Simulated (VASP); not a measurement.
Method: PBEsol GGA, VASP's PBE PAW potentials (set 64) (plane waves; VASP 6.6.1).

A VASP calculation is set up with these files.

### INCAR
```
# general
SYSTEM  = Sb
PREC    = Accurate
ENCUT   = 400
LREAL   = .False.
LASPH   = .True.
ICHARG  = 11

# electronic loop
EDIFF   = 1E-7
NELM    = 100
ALGO    = Normal
LMAXMIX = 4

# smearing
ISMEAR  = 0
SIGMA   = 0.05

# functional
GGA     = PS

# output
LWAVE   = .False.
LCHARG  = .False.
LORBIT  = 11
```

**KPOINTS**
```
k-points along high-symmetry lines
30
Line-mode
Reciprocal
  0.000000   0.000000   0.000000 ! GAMMA
  0.500000   0.000000   0.000000 ! M

  0.500000   0.000000   0.000000 ! M
  0.333333   0.333333   0.000000 ! K

  0.333333   0.333333   0.000000 ! K
  0.000000   0.000000   0.000000 ! GAMMA
```

File POSCAR:
```
Sb
1
    4.0450392336    -0.0000000173     0.0000000000
   -2.0225191448     3.5031063085    -0.0000000000
    0.0000000000    -0.0000000000    18.3511672473
Sb
2
Direct
  0.6666670000   0.3333330000   0.5447863022
  0.3333330000   0.6666670000   0.4552136978
```

POTCAR, in this order: Sb (PBE.64 set). Program: vasp_std. Read from the step before: CHGCAR.

Output

**OUTCAR**
```
 ion  position               nearest neighbor table
   1  0.667  0.333  0.545-   2 2.86   2 2.86   2 2.86
   2  0.333  0.667  0.455-   1 2.86   1 2.86   1 2.86
  LATTYP: Found a hexagonal cell.
 ALAT       =     4.0450392336
 C/A-ratio  =     4.5367093340
 Subroutine PRICEL returns:
 Original cell was already a primitive cell.
 Subroutine GETGRP returns: Found 12 space group operations
The static configuration has the point symmetry D_3d.
The dynamic configuration has the point symmetry D_3d.
 Subroutine INISYM returns: Found 12 space group operations
   k-points           NKPTS =     90   k-points in BZ     NKDIM =     90   number of bands    NBANDS=      9
   number of dos      NEDOS =    301   number of ions     NIONS =      2
   total plane-waves  NPLWV =  94080
   dimension x,y,z NGX =    28 NGY =   28 NGZ =  120
   dimension x,y,z NGXF=    56 NGYF=   56 NGZF=  240
   ions per type =               2
   PREC   = accura    normal or accurate (medium, high low for compatibility)
   ISTART =      0    job   : 0-new  1-cont  2-samecut
   ICHARG =     11    charge: 1-file 2-atom 10-const
   ISPIN  =      1    spin polarized calculation?
   LNONCOLLINEAR =      F non collinear calculations
   LSORBIT =      F    spin-orbit coupling
   INIWAV =      1    electr: 0-lowe 1-rand  2-diag
   ENCUT  =  400.0 eV  29.40 Ry    5.42 a.u.   6.60  6.60 29.93*2*pi/ulx,y,z
   NELM   =    100;   NELMIN=  2; NELMDL= -5     # of ELM steps
   EDIFF  = 0.1E-06   stopping-criterion for ELM
   LREAL  =      F    real-space projection
   NLSPLINE    = F    spline interpolate recip. space projectors
   LMAXMIX     =    4 max onsite mixed and CHGCAR
   VOSKOWN=      0    Vosko Wilk Nusair interpolation
   EDIFFG = 0.1E-05   stopping-criterion for IOM
   NSW    =      0    number of steps for IOM
   NBLOCK =      1;   KBLOCK =      1    inner block; outer block
   IBRION =     -1    ionic relax: 0-MD 1-quasi-New 2-CG
   NFREE  =      0    steps in history (QN), initial steepest desc. (CG)
   ISIF   =      2    stress and relaxation
   ISYM   =      2    0-nonsym 1-usesym 2-fastsym
   TEIN   =    0.0    initial temperature
...
```

**OSZICAR**
```
       N       E                     dE             d eps       ncg     rms          rms(c)
DAV:   1     0.470009293149E+02    0.47001E+02   -0.24347E+03  1620   0.572E+02
DAV:   2    -0.510461157068E+01   -0.52106E+02   -0.48543E+02  2585   0.926E+01
DAV:   3    -0.819168274932E+01   -0.30871E+01   -0.30811E+01  2298   0.322E+01
DAV:   4    -0.822992889253E+01   -0.38246E-01   -0.38242E-01  2178   0.432E+00
DAV:   5    -0.823065244595E+01   -0.72355E-03   -0.72355E-03  2351   0.609E-01
DAV:   6    -0.823066250699E+01   -0.10061E-04   -0.10061E-04  2321   0.604E-02
DAV:   7    -0.823066291155E+01   -0.40455E-06   -0.40455E-06  2458   0.899E-03
DAV:   8    -0.823066292331E+01   -0.11767E-07   -0.11749E-07  2193   0.104E-03
   1 F= -.82306629E+01 E0= -.82306629E+01  d E =-.486153E-13
```

### OUTCAR
```
 val. band max:       -2.1426421369   @ k =   0.0000   0.0000   0.0000

 cond. band min:      -1.0237115138   @ k =   0.3103   0.0000   0.0000



 k-point     1 :       0.0000    0.0000    0.0000
  band No.  band energies     occupation
      1     -13.7844      2.00000
      2      -8.6188      2.00000
      3      -2.9464      2.00000
      4      -2.1427      2.00000
      5      -2.1426      2.00000
      6      -0.5004      0.00000
      7       0.6714      0.00000
      8       0.6715      0.00000
      9       2.1645      0.00000

 k-point     2 :       0.0172    0.0000    0.0000
  band No.  band energies     occupation
      1     -13.7810      2.00000
      2      -8.6182      2.00000
      3      -2.9446      2.00000
      4      -2.1912      2.00000
      5      -2.1514      2.00000
      6      -0.4581      0.00000
      7       0.6604      0.00000
      8       0.6800      0.00000
      9       2.1691      0.00000

 k-point     3 :       0.0345    0.0000    0.0000
  band No.  band energies     occupation
      1     -13.7710      2.00000
      2      -8.6164      2.00000
      3      -2.9393      2.00000
      4      -2.3229      2.00000
      5      -2.1770      2.00000
      6      -0.3475      0.00000
      7       0.6303      0.00000
      8       0.7049      0.00000
      9       2.1831      0.00000

 k-point     4 :       0.0517    0.0000    0.0000
  band No.  band energies     occupation
      1     -13.7543      2.00000
      2      -8.6135      2.00000
      3      -2.9306      2.00000
      4      -2.5097      2.00000
      5      -2.2183      2.00000
      6      -0.2046      0.00000
      7       0.5920      0.00000
      8       0.7448      0.00000
      9       2.2063      0.00000

 k-point     5 :       0.0690    0.0000    0.0000
  band No.  band energies     occupation
      1     -13.7310      2.00000
      2      -8.6099      2.00000
      3      -2.9189      2.00000
      4      -2.7284      2.00000
...
```

The density is held fixed in this step, so its total energy and stress have no physical meaning. The cell holds a wide vacuum, so values per volume refer to the whole cell. Unless said otherwise, spin-orbit coupling is left out, though it shifts the bands of the heavy elements here.

The cell is a sheet with vacuum, built from a generated structure.
